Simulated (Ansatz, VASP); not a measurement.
**Cross-check of Al3P3H11 (H-capped AlP nanocrystal (rod)) between VASP and Ansatz**

Aim: how closely do two programs agree when they are given the same cell, functional and k mesh? The cell is taken from a series of runs on this material, whose earlier steps may have relaxed, scaled, displaced or heated it; both programs get it as it stands.

Main program and level: Ansatz 0.2.0; plane waves, with VASP 6.6.1 beside it; single point at PBE.

## Step 1: Starting point

The cell holds 34 atoms: 6 P, 6 Al and 22 H. Its edges and angles: a = 15.829 Å, b = 15.829 Å, c = 21.292 Å, α = 90.0°, β = 90.0°, γ = 90.0°. It derives from AlP (zinc-blende). As first built, before any earlier steps moved the atoms (in the runner's words): rod of size parameter 3.1 A cut from zinc-blende AlP (a = 5.463 A), atoms with fewer than two neighbours dropped, broken bonds capped with H Then every atom was moved at random, 0.03 A r.m.s. a Cartesian component (hydrogen 0.6 of that). Vacuum lies along a, b and c.

## Step 2: VASP: single point, PBE

With cell and atoms fixed, the geometry can't cause a difference; cores, projectors, grids and the points listed under the comparison can.

Lines of VASP's logs that name or quote its potential files are left out, and so is its time.

Contents of INCAR:

```
SYSTEM = Al3P3H11
PREC = Accurate
ENCUT = 400
EDIFF = 1E-06
NELM = 120
ISMEAR = -1
SIGMA = 0.05
LREAL = Auto
ALGO = Normal
GGA = PE
NBANDS = 60
LORBIT = 11
LWAVE = .FALSE.
LCHARG = .FALSE.
ISIF = 2
LASPH = .TRUE.
GGA_COMPAT = .FALSE.
EFERMI = MIDGAP
```

Contents of POSCAR:

```
Al3P3H11
1.0
   15.8293000000      0.0000000000      0.0000000000
    0.0000000000     15.8293000000      0.0000000000
    0.0000000000      0.0000000000     21.2923000000
P Al H
6 6 22
Direct
    0.3678600000      0.5405000000      0.4041600000
    0.3687600000      0.5400800000      0.6606400000
    0.5376200000      0.3687500000      0.4064500000
    0.5373100000      0.3687200000      0.6569500000
    0.5364100000      0.5390200000      0.2719000000
    0.5398700000      0.5389800000      0.5292500000
    0.4529900000      0.6249800000      0.3412300000
    0.6279000000      0.4527400000      0.3400800000
    0.4544200000      0.4565600000      0.4675100000
    0.4553800000      0.6233200000      0.5904000000
    0.6278800000      0.4559800000      0.5955500000
    0.4564300000      0.4513300000      0.7234300000
    0.3137600000      0.5915900000      0.4414000000
    0.3172800000      0.4873300000      0.3644600000
    0.3125000000      0.4896100000      0.6199200000
    0.3202200000      0.5892400000      0.6960100000
    0.4902000000      0.3167400000      0.3642700000
    0.5901100000      0.3132100000      0.4394100000
    0.5942600000      0.3162800000      0.6972800000
    0.4872900000      0.3152600000      0.6192000000
    0.4885300000      0.4914000000      0.2368100000
    0.5910900000      0.5917100000      0.2346000000
    0.5127700000      0.6852900000      0.3803400000
    0.3939400000      0.6839900000      0.2960500000
    0.6838500000      0.5126400000      0.3820300000
    0.6813200000      0.3965900000      0.2971500000
    0.3943700000      0.3965400000      0.5108100000
    0.5888600000      0.5933900000      0.4909400000
    0.5124900000      0.6857600000      0.6371400000
    0.3978700000      0.6858500000      0.5509600000
    0.6877200000      0.3961500000      0.5518000000
    0.6833800000      0.5090900000      0.6382800000
    0.3982200000      0.3974000000      0.7646300000
    0.5126100000      0.5112100000      0.7637300000
```

Contents of KPOINTS:

```
Automatic mesh
0
Gamma
1 1 1
0 0 0
```

The projector-augmented-wave data sets are P, Al and H (PBE family, release 64).

The run is started by

```
> mpirun -np 4 vasp_gam
```

Numbers of over 12 decimals in the logs are rounded to 6 here.

What it wrote:

```text
[banner, memory and clock lines left out]
running    4 mpi-ranks, on    1 nodes
[...]
LDA part: xc-table for (Slater+PW92), standard interpolation
 POSCAR, INCAR and KPOINTS ok, starting setup
[...]
entering main loop
       N       E                     dE             d eps       ncg     rms          rms(c)
DAV:   1     0.479180136956E+03    0.47918E+03   -0.14471E+04   128   0.567E+02
DAV:   2    -0.895749150025E+00   -0.48008E+03   -0.45984E+03   200   0.121E+02
DAV:   3    -0.129284050916E+03   -0.12839E+03   -0.12780E+03   160   0.717E+01
DAV:   4    -0.137796551516E+03   -0.85125E+01   -0.84778E+01   160   0.246E+01
[...]
DAV:  28    -0.128041901731E+03   -0.41890E-05   -0.96314E-08   128   0.686E-04    0.350E-04
DAV:  29    -0.128041902884E+03   -0.11534E-05   -0.23131E-08   120   0.450E-04    0.566E-04
DAV:  30    -0.128041903526E+03   -0.64230E-06    0.10631E-09   128   0.286E-04
   1 F= -.12804190E+03 E0= -.12804190E+03  d E =-.275453E-12
```

From OUTCAR (step 2):

```text
  Total        5.6957684      6.1513345      5.7888897     -1.1217167      3.2361408     -2.7652806
  in kB        1.7104757      1.8472851      1.7384406     -0.3368587      0.9718338     -0.8304315
  external PRESSURE =       1.7654005 kB  Pullay stress =       0.0000000 kB

 POSITION                                       TOTAL-FORCE (eV/Angst)
 -----------------------------------------------------------------------------------
      5.82297      8.55574      8.60550        -0.074128     -0.471796     -0.396446
      5.83721      8.54909     14.06655         1.372185     -2.035226     -2.570444
      8.51015      5.83705      8.65426         0.030226      0.243177     -1.320211
      8.50524      5.83658     13.98798         1.059029     -0.337025      0.309592
      8.49099      8.53231      5.78938         2.076548      1.532546      2.814465
      8.54576      8.53168     11.26895         0.337461     -0.353957     -0.112788
      7.17051      9.89300      7.26557        -0.221787      1.789066     -1.282388
      9.93922      7.16656      7.24109         0.238062      0.355604     -0.184228
      7.19315      7.22703      9.95436        -0.924874     -0.813658      1.239304
      7.20835      9.86672     12.57097        -0.157742      1.963009      1.113520
      9.93890      7.21784     12.68063         0.805637     -0.933159     -1.113651
      7.22497      7.14424     15.40349        -0.536609      0.327732      0.759596
      4.96660      9.36446      9.39842        -0.090473     -0.206920     -0.155084
      5.02232      7.71409      7.76019        -0.104338      0.368724      0.422640
[...]
-----------------------------------------------------------------------------------
    total drift:                               -0.000491     -0.000068     -0.000393

  FREE ENERGIE OF THE ION-ELECTRON SYSTEM (eV)
  ---------------------------------------------------
  free  energy   TOTEN  =      -128.0419035263 eV

  energy  without entropy=     -128.0419035263  energy(sigma->0) =     -128.04190353

[... 3 further parts left out ...]
[key lines of the parts left out:]
E-fermi :  -3.9806
```

## Step 3: Ansatz: single point, PBE

Ansatz runs on its default PAW (the set named soft_2) files.

The same cell, functional, mesh and smearing now go to Ansatz, which takes its cutoff from its data sets.

Contents of input.yaml:

```yaml
crystal:
  lattice:
    - [15.8293, 0.0, 0.0]
    - [0.0, 15.8293, 0.0]
    - [0.0, 0.0, 21.2923]
  atoms:
    - { symbol: P, position: [0.36786, 0.5405, 0.40416] }
    - { symbol: P, position: [0.36876, 0.54008, 0.66064] }
    - { symbol: P, position: [0.53762, 0.36875, 0.40645] }
    - { symbol: P, position: [0.53731, 0.36872, 0.65695] }
    - { symbol: P, position: [0.53641, 0.53902, 0.2719] }
    - { symbol: Al, position: [0.45299, 0.62498, 0.34123] }
    - { symbol: Al, position: [0.6279, 0.45274, 0.34008] }
    - { symbol: Al, position: [0.45442, 0.45656, 0.46751] }
    - { symbol: P, position: [0.53987, 0.53898, 0.52925] }
    - { symbol: Al, position: [0.45538, 0.62332, 0.5904] }
    - { symbol: Al, position: [0.62788, 0.45598, 0.59555] }
    - { symbol: Al, position: [0.45643, 0.45133, 0.72343] }
    - { symbol: H, position: [0.31376, 0.59159, 0.4414] }
    - { symbol: H, position: [0.31728, 0.48733, 0.36446] }
    - { symbol: H, position: [0.3125, 0.48961, 0.61992] }
    - { symbol: H, position: [0.32022, 0.58924, 0.69601] }
    - { symbol: H, position: [0.4902, 0.31674, 0.36427] }
    - { symbol: H, position: [0.59011, 0.31321, 0.43941] }
    - { symbol: H, position: [0.59426, 0.31628, 0.69728] }
    - { symbol: H, position: [0.48729, 0.31526, 0.6192] }
    - { symbol: H, position: [0.48853, 0.4914, 0.23681] }
    - { symbol: H, position: [0.59109, 0.59171, 0.2346] }
    - { symbol: H, position: [0.51277, 0.68529, 0.38034] }
    - { symbol: H, position: [0.39394, 0.68399, 0.29605] }
    - { symbol: H, position: [0.68385, 0.51264, 0.38203] }
    - { symbol: H, position: [0.68132, 0.39659, 0.29715] }
    - { symbol: H, position: [0.39437, 0.39654, 0.51081] }
    - { symbol: H, position: [0.58886, 0.59339, 0.49094] }
    - { symbol: H, position: [0.51249, 0.68576, 0.63714] }
    - { symbol: H, position: [0.39787, 0.68585, 0.55096] }
    - { symbol: H, position: [0.68772, 0.39615, 0.5518] }
    - { symbol: H, position: [0.68338, 0.50909, 0.63828] }
    - { symbol: H, position: [0.39822, 0.3974, 0.76463] }
    - { symbol: H, position: [0.51261, 0.51121, 0.76373] }
kpoints:
  mp_grid: { grid: [1, 1, 1] }
hamiltonian:
  xc: pbe
scf:
  occupations: { method: fermi_dirac, width: 0.05 }
output:
  forces: true
  eigenvalues: true
  populations: true
```

The run is started by

```
> ansatz run input.yaml --threads 8 --pin off --max-ram 15872MiB --backend cpu --events-out ev --progress --plain --runs-dir out
```

What it wrote:

```text
Engine: ansatz 0.2.0, aarch64-unknown-linux-gnu
Pseudopotentials: kind: paw
Pseudopotential: P, paw, valence charge 5, recommended cutoff 420 eV (normal), P.paw.azcp
Pseudopotential: Al, paw, valence charge 3, recommended cutoff 420 eV (normal), Al.paw.azcp
Pseudopotential: H, paw, valence charge 1, recommended cutoff 420 eV (normal), H.paw.azcp
Functional definition: PBE
  parameter kappa = 0.804
  parameter beta = 0.066725
  exchange = pbe_x(kappa = kappa, mu = beta*pi^2/3)
  correlation = pbe_c(beta = beta)
Crystal: 34 atoms, lattice volume = 5335.142 Å³
Basis set: ecut = 420 eV, 104295 PW (Γ), exchange–correlation on 216×216×288 points (8 copies of the dense FFT grid, shifted against one another)
Bands: 69, of which v1, the nominal top of the filled ones, is band 35 counted from 1 (34 counted from 0)
Symmetry: 1 space group operations
Space group: P1 (ITA 1), of the structure as read, at distance tolerance 1.7e-4 Å
k-points: 1
Non-local potential: P, projectors of the file, l = 0: 2, l = 1: 2, l = 2: 2
Non-local potential: Al, projectors of the file, l = 0: 2, l = 1: 2, l = 2: 1
Non-local potential: H, projectors of the file, l = 0: 2, l = 1: 1
PAW form: soft (Blöchl's): semilocal exchange-correlation on the pseudo side does not see the compensation charge
PAW one-centre angular grid: P, 110 points (default); XC on 64 Gauss nodes
PAW one-centre angular grid: Al, 110 points (default); XC on 64 Gauss nodes
PAW one-centre angular grid: H, 110 points (default); XC on 64 Gauss nodes
Initial density: superposition of atomic densities (neutral atoms: chi_scale 0, normalization atom), corrected by the library's trained network
Initial wavefunctions: pseudopotential atomic-orbital guess
Functional: x = pbe(κ = 0.804, μ = 0.219515), c = pbe(β = 0.066725)
SCF iter   1: F=—  HF=-8107.208324 eV  |F-HF|=—  |Δ(HF+E_count)|=         —  Δρ=1.37e-3  dr2=3.62e-1  ethr=1.77e-3  ⟨swp⟩=11.0  Hψ=534  notcnv=0  defer=18
preconditioner: auto → Resta (q_TF=auto, 1.325 Å⁻¹)  ε∞=1.2  [insulator: Δε(μ)=3.755 eV  Ē_g=8.339 eV  σ=0.050 eV  W_gap=1.00  n_scr=220 (ndim 8)  ℏωp=3.9 eV  f_vac=0.835  D(μ)=0.00/eV (n_scr^D=0)  ε∞_Penn≈1.2  vacuum switching on, ρ_ref=5.0e-3 e/Å³]
SCF iter   2: F=—  HF=-8107.116472 eV  |F-HF|=—  |Δ(HF+E_count)|=   9.19e-2  Δρ=5.90e-4  dr2=3.68e-2  ethr=5.18e-4  ⟨swp⟩=4.0  Hψ=119  notcnv=0  defer=30
SCF iter   3: F=—  HF=-8107.121520 eV  |F-HF|=—  |Δ(HF+E_count)|=   5.05e-3  Δρ=2.09e-4  dr2=4.96e-3  ethr=5.26e-5  ⟨swp⟩=2.0  Hψ=72  notcnv=0  defer=30
SCF iter   4: F=—  HF=-8107.127283 eV  |F-HF|=—  |Δ(HF+E_count)|=   5.76e-3  Δρ=9.82e-5  dr2=1.06e-3  ethr=7.09e-6  ⟨swp⟩=2.0  Hψ=67  notcnv=0  defer=30
SCF iter   5: F=—  HF=-8107.129915 eV  |F-HF|=—  |Δ(HF+E_count)|=   2.63e-3  Δρ=2.60e-5  dr2=6.32e-5  ethr=1.51e-6  ⟨swp⟩=2.0  Hψ=68  notcnv=0  defer=30
SCF iter   6: F=—  HF=-8107.130554 eV  |F-HF|=—  |Δ(HF+E_count)|=   6.39e-4  Δρ=6.87e-6  dr2=3.29e-6  ethr=9.03e-8  ⟨swp⟩=2.0  Hψ=99  notcnv=0  defer=30
SCF iter   7: F=—  HF=-8107.130570 eV  |F-HF|=—  |Δ(HF+E_count)|=   1.55e-5  Δρ=2.38e-6  dr2=3.66e-7  ethr=4.71e-9  ⟨swp⟩=2.0  Hψ=74  notcnv=0  defer=30
SCF iter   8: F=-8107.130570 eV  HF=-8107.130570 eV  |F-HF|=1.76e-8  |Δ(HF+E_count)|=   5.38e-7  Δρ=6.77e-7  dr2=4.11e-8  ethr=1.43e-10  ⟨swp⟩=35.0  Hψ=872  notcnv=0
SCF 1 converged in 8 iterations: F = -8107.130570 eV  dr2 = 4.11e-8
  greatest PAW one-centre occupation: 0.778 electrons in one spin orbital (limit 2), on the P atom at site 8 (counted from 0), in its partial waves of l = 0
SCF converged after 8 iterations
Free energy (F): -8107.130570 eV
Harris-Foulkes:  -8107.130570 eV  (|F-HF|=1.76e-8)
Internal energy: -8107.130570 eV  (E = F + TS)
E sigma→0 (E₀):  -8107.130570 eV
Fermi energy:    -3.949315 eV
--- Per-component energies (eV) ---
  E_band       = -672.388945
  E_kinetic    = 853.692787
  E_local      = -8810.143086  (includes V_loc(G=0)·N_el)
  E_nonlocal   = 305.406098
  E_hartree    = 3922.687665
  E_xc         = -798.401154
  E_vxc        = -782.590702  (∫ρ·V_xc dr)
  E_paw        = -6234.915142  (= ΣΔE_a)
  E_vpaw       = -84.098764  (= ΣTr[D̂ρ^β])
  E_aug_tail   = -0.026704  (compensation charges beyond the density's cutoff)
  E_ewald      = 2654.568966
  E_smearing   = -0.000000  (= −TS)
  E_closure    = -0.000000  (closes the sum)
  Σ components = -8107.130570   (vs F -8107.130570, Δ=0.00e0)
--- Forces (eV/Å), atoms counted from 1 ---
  atom   1  P     -0.06359209    -0.47136235    -0.39142645
  atom   2  P      1.39058405    -2.03653058    -2.56950714
  atom   3  P      0.03082321     0.25606408    -1.31575855
  atom   4  P      1.06156857    -0.32620634     0.30974991
  atom   5  P      2.08017027     1.53618287     2.83318555
  atom   6  Al    -0.21955613     1.79904022    -1.28490258
  atom   7  Al     0.24425418     0.35642159    -0.18486901
  atom   8  Al    -0.93182120    -0.81867445     1.24190116
  atom   9  P      0.33456866    -0.36176636    -0.10918841
  atom  10  Al    -0.16015272     1.97589791     1.11841215
  atom  11  Al     0.81552320    -0.93190697    -1.11112871
  atom  12  Al    -0.53767747     0.32945912     0.77034783
  atom  13  H     -0.10282160    -0.19699639    -0.14587615
  atom  14  H     -0.11566662     0.35856078     0.41152763
  atom  15  H      0.32125711     0.66638190     0.87633082
  atom  16  H     -1.49056198     1.23526929     1.14303910
  atom  17  H      0.14524995    -0.08162323     0.36298890
  atom  18  H      0.06045649    -0.29257172     0.22965676
  atom  19  H     -0.98569287     0.49093203    -0.93519125
  atom  20  H      0.10523942    -0.41258933     0.11469213
  atom  21  H     -1.53263562    -1.53952783    -2.19622976
  atom  22  H     -0.54243475    -0.43538518     0.00861360
  atom  23  H      0.30150757    -0.23442439     0.35230814
  atom  24  H     -0.01710292    -0.35643012     0.14383174
  atom  25  H     -0.13169525     0.35106322     0.30302186
  atom  26  H      0.37482018    -0.75750900    -0.61961747
  atom  27  H      0.16469629     0.21394915    -0.02407254
  atom  28  H      0.06747406     0.03244516     0.03154226
  atom  29  H     -0.18200095    -0.64335757    -0.25364781
  atom  30  H     -0.37632361    -0.11010743    -0.42447350
  atom  31  H     -0.33934061    -0.03321693    -0.03620177
  atom  32  H      0.35931176     0.74582986     0.85523049
  atom  33  H     -0.65721195    -0.72563258     0.44317126
  atom  34  H      0.52868215     0.41823538     0.05244745
  max |Σ_I F_I| component: 1.01e-4 eV/Å
--- Band table (eV) ---
  k-point 0: bands = [... 31 lower, -5.9087, -5.7927, -5.6500, -5.4874, -2.4133, -1.7162, -1.5926, -1.3992, ... 30 higher]
--- Löwdin populations: 34 sites ---
  site symbol       q [e]
     0      P      4.9249
     1      P      4.9372
     2      P      4.9349
     3      P      4.9512
     4      P      4.9361
     5     Al      2.6131
     6     Al      2.5623
     7     Al      2.6152
     8      P      5.1866
     9     Al      2.6344
    10     Al      2.5773
    11     Al      2.5638
    12      H      0.8974
    13      H      0.9349
    14      H      0.9531
    15      H      0.9217
    16      H      0.9404
    17      H      0.9038
    18      H      0.9207
    19      H      0.9368
    20      H      0.9393
    21      H      0.9123
    22      H      1.1796
    23      H      1.1899
    24      H      1.1880
    25      H      1.2026
    26      H      1.1906
    27      H      0.9125
    28      H      1.1753
    29      H      1.2128
    30      H      1.2113
    31      H      1.1862
    32      H      1.2128
    33      H      1.1870
  spilling = 0.017913 (of n_electrons = 70.000000)
```

## Step 4: Differences

Known differences besides the potentials themselves: the cutoff is 420 eV in Ansatz and 400 eV in VASP (PREC = Accurate, projectors in real space). Total energies have different zeros and are not compared.

The two programs side by side:

```
              quantity  Ansatz   VASP  difference
gap on the k mesh (eV)   3.074  3.079      -0.005
```

Forces on 8 of the 34 atoms, those with the largest forces and the largest differences (eV/Å; atoms numbered as in POSCAR):

```
atom          Ansatz x, y, z            VASP x, y, z
  P2   1.391, -2.037, -2.570   1.372, -2.035, -2.570
  P5     2.080, 1.536, 2.833     2.077, 1.533, 2.814
 Al7   -0.220, 1.799, -1.285   -0.222, 1.789, -1.282
 Al9   -0.932, -0.819, 1.242   -0.925, -0.814, 1.239
Al10    -0.160, 1.976, 1.118    -0.158, 1.963, 1.114
 H16    -1.491, 1.235, 1.143    -1.477, 1.224, 1.132
 H21  -1.533, -1.540, -2.196  -1.520, -1.527, -2.182
 H22   -0.542, -0.435, 0.009   -0.554, -0.446, 0.022
```

The forces differ by 7.9 meV/Å r.m.s., which is 0.9 % of the r.m.s. force of 0.847 eV/Å (both taken over all components). A gap on the mesh is an upper bound, since the band edges may lie between its points. With vacuum in the cell, a pressure given here is an average over mostly empty space and none of the material.

## Step 5: Summary of results

```yaml
r_m_s_force_difference_single_point_pbe: 0.94 % of the r.m.s. force
```

**Reading.** The r.m.s. force difference is 0.94 % of the r.m.s. force (single point, PBE), within the 3 % picked in this series as the mark of a large difference. How closely two codes agree says nothing of how well the functional describes the real material.

[Lines on the potential files, build, host, timing and source positions are cut from VASP's logs without a mark.]

[Logs are printed without paths, hosts, clocks, repeated set-up lines and the standing remarks that a program may print on its own settings, such as how far it seeks lower states.]

[Hosts, paths, dates, database ids (printed as entryN), source tags and the programs' standing remarks are cut or masked in the printed files.]
